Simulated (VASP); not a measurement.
**HfCu with revPBE: from relaxation to properties**

What structure does HfCu take at this level, and what are its properties? The steps: relaxing cell and atoms (revPBE), second relaxation, density, ELF and potential (revPBE), band structure (revPBE), total and projected DOS (revPBE) and zone-centre phonons (revPBE). The cell is invented: it takes the structure of a Materials Project entry for FeRu (space group 187 there), with all of its atoms replaced by other elements, volume scaled by an estimate. It may not be a known or stable phase. Left out of this account: 1 further run (relaxation: a spoilt try).

Program: VASP 6.6.1. Level of theory: revPBE; plane waves and PAW (Hf_pv, Cu); invented cell. Results are calculated unless marked as measured.

This is a report of a sequence of runs, with most program output left out.

## (1) Set-up

Before any relaxation, the start is as follows. The structure is hexagonal, space group P-6m2 (No. 187). The conventional cell has a = 2.972 Å, b = 2.972 Å, c = 4.577 Å, α = 90.00°, β = 90.00°, γ = 120.00°. Nearest to Hf lie 6 Cu at 2.86 Å and 6 Hf at 2.97 Å. Nearest to Cu lie 6 Hf at 2.86 Å and 6 Cu at 2.97 Å. It derives from FeRu. it takes the structure of a Materials Project entry for FeRu (space group 187 there), with all of its atoms replaced by other elements, volume scaled by an estimate. Farther neighbours are not listed.

Coordinates:

```
Hf Cu
1.0
     2.97173    0.00000    0.00000
    -1.48587    2.57360    0.00000
     0.00000    0.00000    4.57682
Hf Cu
1 1
Direct
  0.66667 0.33333 0.00000
  0.00000 0.00000 0.50000
```

## (2) Relaxing cell and atoms (revPBE)

The start need not lie at this functional's minimum. ISIF = 3 frees volume, shape and positions, and EDIFFG sets the threshold on forces and stress at which the search stops. revPBE by itself binds more weakly than PBE and expands cells; dispersion terms fitted to it are the larger for that.

INCAR

```
SYSTEM = HfCu
PREC = Accurate
ENCUT = 400
EDIFF = 1E-06
NELM = 100
ISMEAR = -1
SIGMA = 0.05
LREAL = .FALSE.
ALGO = Normal
GGA = RE
NBANDS = 16
LORBIT = 11
LWAVE = .FALSE.
LCHARG = .FALSE.
IBRION = 2
NSW = 60
ISIF = 3
EDIFFG = -0.01
```

POSCAR

```
HfCu
1.0
    2.9717350000      0.0000000000      0.0000000000
   -1.4858680000      2.5735980000      0.0000000000
    0.0000000000      0.0000000000      4.5768240000
Hf Cu
1 1
Direct
    0.6666666700      0.3333333300      0.0000000000
    0.0000000000      0.0000000000      0.5000000000
```

KPOINTS

```
Automatic mesh
0
Gamma
10 10 6
0 0 0
```

The projector-augmented-wave data sets are Hf_pv and Cu (PBE family, release 64).

The run is started by

```sh
$ mpirun -np 1 vasp_std
```

Wall time 49 s (1 MPI rank of Intel Xeon Platinum 8488C (Sapphire Rapids), shared host); peak memory 0.15 GiB.

This run has no spin polarisation. Its electron count is odd, so without a moment it is a metal by construction. The k-mesh is coarse for a metal. Harder data sets than Hf_pv exist (the GW ones), and pressures, volumes and forces can shift noticeably with them. The PAW data sets were made with PBE, which is usual practice but a small mismatch for other functionals. The run keeps the 12 symmetry operations of its start, so it cannot find a distortion of lower symmetry.

The steps of the relaxation:

| step | energy less that of the first step (eV) | largest force (eV/Å) | pressure (GPa) | volume (Å³) |
| --- | --- | --- | --- | --- |
| 1 | 0.0000 | 0.0000 | 1.78 | 35.00 |
| 2 | -0.0223 | 0.0000 | -0.05 | 35.99 |
| 3 | -0.0249 | 0.0000 | -0.97 | 36.35 |
| 4 | -0.0252 | 0.0000 | -1.31 | 36.50 |
| 5 | -0.0314 | 0.0000 | 0.28 | 36.01 |
| 6 | -0.0314 | 0.0000 | 0.22 | 36.01 |
| 7 | -0.0316 | 0.0000 | 0.04 | 36.12 |

| conventional cell, symmetrised | before | after | change |
| --- | --- | --- | --- |
| a (Å) | 2.972 | 3.070 | +3.3 % |
| b (Å) | 2.972 | 3.070 | +3.3 % |
| c (Å) | 4.577 | 4.424 | -3.3 % |
| volume (Å³/atom) | 17.50 | 18.06 | +3.2 % |

Final coordinates:

```xyz
2
Lattice="3.0702 0.0000 0.0000 -1.5351 2.6588 0.0000 0.0000 0.0000 4.4244" Properties=species:S:1:pos:R:3 pbc="T T T"
Hf    1.5351    0.8863    0.0000
Cu    0.0000    0.0000    2.2122
```

This step gave:

- electrons: 21
- bands: 16
- irreducible k-points: 56
- symmetry operations: 12
- free energy (TOTEN): -12.61 eV
- energy at zero smearing: -12.60 eV
- Fermi energy: 5.480 eV
- pressure: 0.03784 GPa
- metallic: yes
- SCF cycles over all ionic steps: 57

It ends with forces that vanish by symmetry and a pressure of 0.04 GPa.

## (3) Second relaxation

A relaxation keeps the plane waves of the cell it began with, so it is repeated from the new cell, on a basis made for it.

INCAR is that of step 2.

POSCAR

```
HfCu
1.0
    3.0701623952     -0.0000000192      0.0000000000
   -1.5350817307      2.6588386339      0.0000000000
    0.0000000000      0.0000000000      4.4243829370
Hf Cu
1 1
Direct
    0.6666666700      0.3333333300      0.0000000000
    0.0000000000      0.0000000000      0.5000000000
```

KPOINTS is that of step 2.

The run is started by

```sh
$ mpirun -np 1 vasp_std
```

Run time: 29 s. Hardware: 1 MPI rank; peak memory 0.15 GiB.

Little changed from the start: no atom moved by 0.005 Å and no cell edge by 0.1 %.

Numbers from this step:

```yaml
fermi_energy: 5.486 eV
pressure: 0.07172 GPa
scf_cycles_over_all_ionic_steps: 33
```

It ends with forces that vanish by symmetry and a pressure of 0.07 GPa. The volume moved by only 0.08 %, so the volume is settled.

## (4) Density, ELF and potential (revPBE)

A single point on the relaxed cell gives a clean self-consistent state, with density, ELF and potential written out.

INCAR, as its differences from that of step 3:

```diff
@@ -13,6 +13,5 @@
 LWAVE = .FALSE.
-LCHARG = .FALSE.
-IBRION = 2
-NSW = 60
-ISIF = 3
-EDIFFG = -0.01
+LCHARG = .TRUE.
+ISIF = 2
+LELF = .TRUE.
+LVHAR = .TRUE.
```

POSCAR

```
HfCu
1.0
    3.0693197814     -0.0000000190      0.0000000000
   -1.5346604235      2.6581089089      0.0000000000
    0.0000000000      0.0000000000      4.4231823103
Hf Cu
1 1
Direct
    0.6666666700      0.3333333300      0.0000000000
    0.0000000000      0.0000000000      0.5000000000
```

KPOINTS is that of step 3.

The run is started by

```sh
$ mpirun -np 1 vasp_std
```

It took 13 s on 1 MPI rank; peak memory 0.15 GiB.

Numbers from this step:

| Quantity | Value |
| --- | --- |
| SCF cycles | 14 |
| pressure | -0.2483 GPa |

Valence electrons inside each PAW sphere by angular momentum. Sphere charges, by row:

| atom | s (e) | p (e) | d (e) | tot (e) |
| --- | --- | --- | --- | --- |
| Hf1 | 0.397 | 6.352 | 1.588 | 8.337 |
| Cu2 | 0.494 | 0.314 | 9.113 | 9.921 |

ELF in the ac plane at fractional y = 0.000, with atoms of Cu within 0.2 Å of it. It is the smooth field of the valence electrons, not physical close to the nuclei.

Values, 20 rows by 16 columns, each cell a mean:
```
0.57 0.53 0.40 0.25 0.18 0.21 0.29 0.37 0.40 0.37 0.30 0.21 0.18 0.25 0.40 0.53
0.60 0.58 0.47 0.32 0.21 0.19 0.23 0.29 0.31 0.29 0.24 0.19 0.21 0.32 0.47 0.58
0.61 0.60 0.53 0.41 0.27 0.19 0.18 0.19 0.20 0.19 0.18 0.19 0.27 0.41 0.53 0.60
0.52 0.52 0.51 0.46 0.36 0.25 0.17 0.14 0.14 0.14 0.17 0.25 0.36 0.46 0.51 0.52
0.33 0.34 0.36 0.39 0.38 0.32 0.23 0.18 0.16 0.18 0.23 0.32 0.38 0.39 0.36 0.34
0.25 0.25 0.26 0.27 0.30 0.32 0.29 0.24 0.22 0.24 0.29 0.32 0.30 0.27 0.26 0.25
0.14 0.16 0.20 0.23 0.23 0.25 0.28 0.27 0.25 0.27 0.28 0.25 0.23 0.23 0.20 0.16
0.04 0.04 0.09 0.17 0.21 0.20 0.23 0.26 0.25 0.26 0.23 0.20 0.21 0.17 0.09 0.04
0.02 0.00 0.02 0.10 0.19 0.19 0.20 0.24 0.25 0.24 0.20 0.19 0.19 0.10 0.02 0.00
0.06 0.00 0.01 0.08 0.18 0.19 0.19 0.23 0.24 0.23 0.19 0.19 0.18 0.08 0.01 0.00
0.02 0.00 0.02 0.10 0.19 0.19 0.19 0.24 0.25 0.24 0.19 0.19 0.19 0.10 0.02 0.00
0.03 0.03 0.08 0.16 0.21 0.20 0.22 0.26 0.25 0.26 0.22 0.20 0.21 0.16 0.08 0.03
0.12 0.14 0.18 0.22 0.22 0.24 0.27 0.27 0.25 0.27 0.27 0.24 0.22 0.22 0.18 0.14
0.24 0.24 0.25 0.26 0.28 0.31 0.29 0.25 0.23 0.25 0.29 0.31 0.28 0.26 0.25 0.24
0.31 0.32 0.34 0.37 0.38 0.33 0.24 0.18 0.16 0.18 0.24 0.33 0.38 0.37 0.34 0.32
0.50 0.50 0.50 0.46 0.37 0.25 0.18 0.14 0.13 0.14 0.18 0.26 0.37 0.46 0.50 0.50
0.61 0.60 0.54 0.42 0.28 0.20 0.17 0.18 0.18 0.18 0.17 0.20 0.28 0.42 0.54 0.60
0.61 0.58 0.48 0.33 0.21 0.19 0.23 0.27 0.29 0.27 0.23 0.19 0.21 0.33 0.48 0.58
0.57 0.53 0.41 0.26 0.19 0.21 0.29 0.36 0.39 0.36 0.29 0.21 0.18 0.26 0.41 0.53
0.54 0.50 0.37 0.23 0.18 0.22 0.32 0.40 0.43 0.40 0.32 0.22 0.18 0.23 0.37 0.50
```
Columns run along a (3.1 Å), rows up along c (4.4 Å). Atoms in or near the plane, at fractional coordinates: Cu at (0.00, 0.50).

Electrostatic potential energy in the ac plane at fractional y = 0.000, with atoms of Cu within 0.2 Å of it. With pseudopotentials it is smooth inside the atoms' cores, unlike the true potential.

Ten even steps from '_' (-47 eV) to '@' (2 eV):
```
@@@@@@@@%%####******####%%@@@@@@
@@@@@@@@%%##############%%@@@@@@
@@@@@@@@%%%%##########%%@@@@@@@@
@@@@@@@@@@%%%%%%%%%%%%%%@@@@@@@@
@@@@@@@@@@@@@@@@%%@@@@@@@@@@@@@@
@@@@@@@@@@@@@@@@@@@@@@@@@@@@@@@@
**##%%@@@@@@@@@@@@@@@@@@@@@@%%##
--==++##@@@@@@@@@@@@@@@@@@##++==
....--==##@@@@@@@@@@@@@@##==--..
____..--**%%@@@@@@@@@@%%**--..__
______::++%%@@@@@@@@@@%%++::____
______::++%%@@@@@@@@@@%%++::____
____..--**%%@@@@@@@@@@%%**--..__
....--==##@@@@@@@@@@@@@@##==--..
--==++##@@@@@@@@@@@@@@@@@@##++==
**##%%@@@@@@@@@@@@@@@@@@@@@@%%##
@@@@@@@@@@@@@@@@@@@@@@@@@@@@@@@@
@@@@@@@@@@@@@@@@%%@@@@@@@@@@@@@@
@@@@@@@@@@%%%%%%%%%%%%%%@@@@@@@@
@@@@@@@@%%%%##########%%@@@@@@@@
@@@@@@@@%%##############%%@@@@@@
@@@@@@@@%%####******####%%@@@@@@
@@@@@@%%%%####******####%%%%@@@@
```
Columns run along a (3.1 Å; values clipped at the 3rd and 97th percentile), rows up along c (4.4 Å). Atoms in or near the plane, at fractional coordinates: Cu at (0.00, 0.50).

Valence density in the ac plane at fractional y = 0.000, with atoms of Cu within 0.2 Å of it. It is the smooth field of the valence electrons, not physical close to the nuclei.

Values in e/Å³, 20 rows by 16 columns, each cell a mean:
```
 0  0  0  0  0  0  1  1  1  1  1  0  0  0  0  0
 0  0  0  0  0  0  0  0  1  0  0  0  0  0  0  0
 0  0  0  0  0  0  0  0  0  0  0  0  0  0  0  0
 0  0  0  0  0  0  0  0  0  0  0  0  0  0  0  0
 0  0  0  0  0  0  0  0  0  0  0  0  0  0  0  0
 1  0  0  0  0  0  0  0  0  0  0  0  0  0  0  0
 2  2  1  1  0  0  0  0  0  0  0  0  0  1  1  2
 7  6  3  1  0  0  0  0  0  0  0  0  0  1  3  6
13 11  7  3  1  0  0  0  0  0  0  0  1  3  7 11
17 14  8  3  1  0  0  0  0  0  0  0  1  3  8 14
14 12  7  3  1  0  0  0  0  0  0  0  1  3  7 12
 8  6  4  1  0  0  0  0  0  0  0  0  0  1  4  6
 3  2  1  1  0  0  0  0  0  0  0  0  0  1  1  2
 1  1  0  0  0  0  0  0  0  0  0  0  0  0  0  1
 0  0  0  0  0  0  0  0  0  0  0  0  0  0  0  0
 0  0  0  0  0  0  0  0  0  0  0  0  0  0  0  0
 0  0  0  0  0  0  0  0  0  0  0  0  0  0  0  0
 0  0  0  0  0  0  0  0  0  0  0  0  0  0  0  0
 0  0  0  0  0  0  0  1  1  1  0  0  0  0  0  0
 0  0  0  0  0  0  1  1  1  1  1  0  0  0  0  0
```
Columns run along a (3.1 Å), rows up along c (4.4 Å). Atoms in or near the plane, at fractional coordinates: Cu at (0.00, 0.50).

In this run the pressure is -0.25 GPa, small enough to go on.

## (5) Band structure (revPBE)

The mesh alone shows little of the dispersion and can miss band extrema, so KPOINTS_OPT adds a path through the symmetry points after the self-consistent cycle.

INCAR

```
SYSTEM = HfCu
PREC = Accurate
ENCUT = 400
EDIFF = 1E-06
NELM = 100
ISMEAR = -1
SIGMA = 0.05
LREAL = .FALSE.
ALGO = Normal
GGA = RE
NBANDS = 22
LORBIT = 11
LWAVE = .FALSE.
LCHARG = .FALSE.
```

POSCAR is that of step 4.

KPOINTS is that of step 4.

KPOINTS_OPT

```
Line mode
16
Line-mode
Reciprocal
  0.00000000   0.00000000   0.00000000 GAMMA
  0.50000000   0.00000000   0.00000000 M

  0.50000000   0.00000000   0.00000000 M
  0.33333333   0.33333333   0.00000000 K

  0.33333333   0.33333333   0.00000000 K
  0.00000000   0.00000000   0.00000000 GAMMA

  0.00000000   0.00000000   0.00000000 GAMMA
  0.00000000   0.00000000   0.50000000 A

  0.00000000   0.00000000   0.50000000 A
  0.50000000   0.00000000   0.50000000 L

  0.50000000   0.00000000   0.50000000 L
  0.33333333   0.33333333   0.50000000 H

  0.33333333   0.33333333   0.50000000 H
  0.00000000   0.00000000   0.50000000 A

  0.50000000   0.00000000   0.50000000 L
  0.50000000   0.00000000   0.00000000 M

  0.33333333   0.33333333   0.00000000 K
  0.33333333   0.33333333   0.50000000 H
```

The run is started by

```sh
$ mpirun -np 1 vasp_std
```

Wall time 40 s (1 MPI rank); peak memory 0.17 GiB.

Spin-orbit coupling is off here; with elements this heavy it splits and shifts levels by tenths of an eV or more.

This step gave:

* SCF cycles: 16
* bands: 22
* pressure: 0.02610 GPa

Electronic bands along the path, in eV, zero at the Fermi level; # counts the bands kept:

| point | #5 | #6 | #7 | #8 | #9 | #10 | #11 | #12 |
| --- | --- | --- | --- | --- | --- | --- | --- | --- |
| Γ | -2.89 | -2.89 | -1.40 | 0.94 | 1.58 | 1.58 | 4.67 | 4.67 |
| 0.53 of the way | -3.02 | -2.73 | -0.71 | -0.37 | 0.65 | 3.69 | 4.22 | 6.76 |
| M | -2.55 | -2.47 | -0.91 | -0.78 | 0.11 | 3.90 | 6.88 | 7.35 |
| 0.47 of the way | -2.98 | -1.85 | -0.66 | -0.54 | 0.25 | 2.73 | 5.15 | 6.32 |
| K | -3.14 | -0.57 | -0.37 | -0.25 | -0.01 | 1.62 | 4.34 | 4.81 |
| 0.47 of the way | -3.06 | -2.57 | -0.43 | -0.28 | 0.26 | 3.53 | 4.19 | 7.18 |
| Γ | -2.89 | -2.89 | -1.40 | 0.94 | 1.58 | 1.58 | 4.67 | 4.67 |
| 0.47 of the way | -2.90 | -2.90 | -2.30 | 0.81 | 1.70 | 1.70 | 4.58 | 4.58 |
| A | -3.08 | -2.93 | -2.93 | 0.67 | 1.87 | 1.87 | 4.45 | 4.45 |
| 0.47 of the way | -2.93 | -2.83 | -2.82 | 0.35 | 1.89 | 2.81 | 3.50 | 3.57 |
| L | -2.47 | -2.19 | -1.77 | 0.25 | 1.54 | 2.64 | 3.29 | 6.90 |
| 0.47 of the way | -2.73 | -1.63 | -1.58 | -0.03 | 1.09 | 2.51 | 3.28 | 7.55 |
| H | -3.11 | -1.05 | -0.89 | -0.52 | 0.40 | 2.58 | 3.44 | 7.09 |
| 0.47 of the way | -3.00 | -2.54 | -2.27 | -0.09 | 2.20 | 2.26 | 2.75 | 4.91 |
| A | -3.08 | -2.93 | -2.93 | 0.67 | 1.87 | 1.87 | 4.45 | 4.45 |
| jump to L | -2.47 | -2.19 | -1.77 | 0.25 | 1.54 | 2.64 | 3.29 | 6.90 |
| 0.47 of the way | -2.69 | -2.47 | -1.44 | -0.17 | 0.93 | 3.12 | 4.85 | 6.89 |
| M | -2.55 | -2.47 | -0.91 | -0.78 | 0.11 | 3.90 | 6.88 | 7.35 |
| jump to K | -3.14 | -0.57 | -0.37 | -0.25 | -0.01 | 1.62 | 4.34 | 4.81 |
| 0.53 of the way | -3.13 | -0.87 | -0.60 | -0.39 | 0.75 | 0.84 | 5.73 | 6.09 |
| H | -3.11 | -1.05 | -0.89 | -0.52 | 0.40 | 2.58 | 3.44 | 7.09 |

Of the projections kept (Hf, Cu), the largest for each band there; the rest of the weight can lie on other orbitals:

| point | #5 | #6 | #7 | #8 | #9 | #10 | #11 | #12 |
| --- | --- | --- | --- | --- | --- | --- | --- | --- |
| Γ | Cu 0.99 | Cu 0.99 | Cu 0.52 | Hf 0.64 | Hf 0.98 | Hf 0.98 | Hf 0.98 | Hf 0.98 |
| M | Cu 0.72 | Cu 1.00 | Hf 0.68 | Cu 0.55 | Hf 0.52 | Hf 0.91 | Hf 1.00 | Hf 0.77 |
| K | Cu 0.97 | Cu 0.58 | Hf 0.68 | Hf 0.81 | Cu 0.60 | Hf 0.71 | Hf 0.57 | Hf 0.55 |
| Γ | Cu 0.99 | Cu 0.99 | Cu 0.52 | Hf 0.64 | Hf 0.98 | Hf 0.98 | Hf 0.98 | Hf 0.98 |
| A | Cu 0.99 | Cu 0.97 | Cu 0.97 | Hf 0.90 | Hf 0.95 | Hf 0.95 | Hf 0.94 | Hf 0.94 |
| L | Cu 1.00 | Hf 0.67 | Cu 0.79 | Cu 0.70 | Hf 0.85 | Hf 0.90 | Hf 0.82 | Hf 1.00 |

There is no gap at this level.

## (6) Total and projected DOS (revPBE)

A density of states needs more k-points than a total energy; ISMEAR = -5 takes tetrahedra, and LORBIT projects the states on the PAW spheres. The mesh is finer than in the run before.

INCAR, as its differences from that of step 5:

```diff
@@ -5,3 +5,3 @@
 NELM = 100
-ISMEAR = -1
+ISMEAR = -5
 SIGMA = 0.05
@@ -14 +14,2 @@
 LCHARG = .FALSE.
+NEDOS = 2001
```

POSCAR is that of step 5.

KPOINTS

```
Automatic mesh
0
Gamma
15 15 9
0 0 0
```

The run is started by

```sh
$ mpirun -np 1 vasp_std
```

Elapsed: 45 s, on 1 MPI rank; peak memory 0.19 GiB.

With tetrahedra the forces and stress of a metal are not exact derivatives of the energy.

Numbers from this step:

```yaml
irreducible_k_points: 135
free_energy_toten: -12.60 eV
fermi_energy: 5.473 eV
pressure: 0.04139 GPa
dos_at_the_fermi_level: 2.180 states/eV/cell
```

The density of states has structure finer than the step of the table below, so its rows give means over 0.5 eV, whole bins alone (the curve runs from -12.0 to 7.99 eV). Peaks (eV: height): total -3.64: 7.26, -3.34: 8.97, -2.96: 16.6, 0.82: 3.68, 2.26: 2.98; Cu d -3.59: 5.38, -3.34: 7.60, -2.96: 15.2; Hf d -0.03: 0.929, 0.82: 1.56, 2.26: 0.981, 3.13: 1.09, 3.43: 1.09, 4.21: 1.17, 6.23: 0.719.

States under -12.0 eV and over 8.0 eV are left out. Density of states against energy, zero at the Fermi level; means over each step; values in states/eV/cell:

| energy (eV) | total | Cu d | Hf d |
| --- | --- | --- | --- |
| -8.5 | 0 | 0 | 0 |
| -8.0 | 0.00175 | 0 | 0 |
| -7.5 | 0.0865 | 8.9e-5 | 1.0e-5 |
| -7.0 | 0.158 | 4.9e-4 | 5.4e-4 |
| -6.5 | 0.221 | 0.00172 | 0.00187 |
| -6.0 | 0.300 | 0.00541 | 0.00512 |
| -5.5 | 0.375 | 0.0154 | 0.0110 |
| -5.0 | 0.532 | 0.0501 | 0.0273 |
| -4.5 | 1.15 | 0.297 | 0.109 |
| -4.0 | 2.43 | 1.25 | 0.224 |
| -3.5 | 6.47 | 5.04 | 0.334 |
| -3.0 | 9.41 | 8.29 | 0.184 |
| -2.5 | 2.48 | 1.97 | 0.118 |
| -2.0 | 1.48 | 0.681 | 0.259 |
| -1.5 | 1.50 | 0.471 | 0.400 |
| -1.0 | 1.42 | 0.284 | 0.499 |
| -0.5 | 1.35 | 0.164 | 0.550 |
| 0.0 | 2.03 | 0.167 | 0.856 |
| 0.5 | 1.93 | 0.187 | 0.786 |
| 1.0 | 2.25 | 0.216 | 0.913 |
| 1.5 | 1.02 | 0.0925 | 0.549 |
| 2.0 | 0.891 | 0.0836 | 0.480 |
| 2.5 | 1.14 | 0.0767 | 0.687 |
| 3.0 | 1.26 | 0.0670 | 0.841 |
| 3.5 | 1.40 | 0.0864 | 0.922 |
| 4.0 | 1.36 | 0.0724 | 0.933 |
| 4.5 | 1.48 | 0.0619 | 0.935 |
| 5.0 | 1.10 | 0.0459 | 0.588 |
| 5.5 | 0.812 | 0.0318 | 0.435 |
| 6.0 | 0.936 | 0.0373 | 0.470 |
| 6.5 | 1.10 | 0.0392 | 0.543 |
| 7.0 | 0.969 | 0.0369 | 0.399 |
| 7.5 | 1.29 | 0.0533 | 0.457 |

The finer mesh and the other smearing move the Fermi level by -0.01 eV from the 10×10×6 run, a small shift, which tests the Fermi level alone. Of the states within 0.3 eV of the Fermi level, the largest shares in the PAW spheres are Hf d 42 % and Cu d 8 %. The rest lies in smaller channels or between the spheres.

## (7) Zone-centre phonons (revPBE)

Zone-centre modes test whether the atoms sit at a minimum within this cell. IBRION = 8 takes the force constants from linear response, which needs tightly converged orbitals.

INCAR

```
SYSTEM = HfCu
PREC = Accurate
ENCUT = 400
EDIFF = 1E-08
NELM = 100
ISMEAR = -1
SIGMA = 0.05
LREAL = .FALSE.
ALGO = Normal
GGA = RE
NBANDS = 16
LORBIT = 11
LWAVE = .FALSE.
LCHARG = .FALSE.
IBRION = 8
ISIF = 2
```

POSCAR is that of step 6.

KPOINTS

```
Automatic mesh
0
Gamma
10 10 6
0 0 0
```

The run is started by

```sh
$ mpirun -np 1 vasp_std
```

It took 3.5 min on 1 MPI rank; peak memory 0.34 GiB.

Energies printed during the response cycles are not total energies of the cell.

This step gave:

```yaml
bands: 16
irreducible_k_points: 56
pressure_of_the_cell: 0.05782 GPa
largest_force_of_the_cell: 0 eV/Å
fermi_energy: 5.486 eV
```

The modes at Γ (shares of kinetic energy by element, %):

| mode | frequency (cm⁻¹) | symmetry | Hf % | Cu % |
| --- | --- | --- | --- | --- |
| 1 | -1.0 | acoustic | 75 | 25 |
| 2 | -1.0 | acoustic | 75 | 25 |
| 3 | -0.1 | acoustic | 74 | 26 |
| 4 | 114.9 | E' | 25 | 75 |
| 5 | 114.9 | E' | 25 | 75 |
| 6 | 179.6 | A2'' | 26 | 74 |

Displacements in mode 4 (114.9 cm⁻¹), the largest set to 1:
```
Hf1 -0.35 -0.35  0.00
Cu2  0.99  1.00  0.00
```

Displacements in mode 6 (179.6 cm⁻¹), the largest set to 1:
```
Hf1  0.00  0.00 -0.36
Cu2  0.00  0.00  1.00
```

The three acoustic modes lie within 1.0 cm⁻¹ of zero, and all others are real. By the characters of their eigenvectors the optical modes sort into (cm⁻¹) Raman active: E' 115; infrared active: E' 115, A2'' 180.

## (8) Results

```
relaxed volume                            : 18.04 Å³/atom
relaxed conventional cell a, b, c         : 3.069, 3.069, 4.423 Å; angles 90.0, 90.0, 120.0°
space group after relaxing, within 0.02 Å : P-6m2 (No. 187)
band gap                                  : none, a metal
DOS at the Fermi level                    : 2.18 states/eV/cell
highest zone-centre mode                  : 180 cm⁻¹
```

**Reading.** With revPBE, HfCu relaxes to 18.04 Å³/atom in space group P-6m2 (held by the symmetry of the run) and comes out as a metal. Band structure (revPBE): Of the bands kept, 2 cross the Fermi level on this path. Zone-centre phonons (revPBE): The highest mode in this list at Γ, 179.6 cm⁻¹, is mostly motion of Cu (74 % of the kinetic energy). Spin-orbit coupling is left out, and with elements this heavy it would split and shift bands near the Fermi level. The k-sampling is coarse for a metal, so the Fermi level, pressures and the shape of the cell carry errors. With an odd electron count and no spin the cell is a metal by construction. Modes at Γ alone can't show that the crystal is stable at other wave vectors. No search among competing phases was made. All values are for a static lattice at zero temperature.

[Lines on the potential files, build, host, timing and source positions are cut from VASP's logs without a mark.]

[Logs are printed without paths, hosts, clocks, repeated set-up lines and the standing remarks that a program may print on its own settings, such as how far it seeks lower states.]

[Hosts, paths, dates, database ids (printed as entryN), source tags and the programs' standing remarks are cut or masked in the printed files.]

[A measured line is paired with the nearest computed mode of its activity, which favours agreement.]
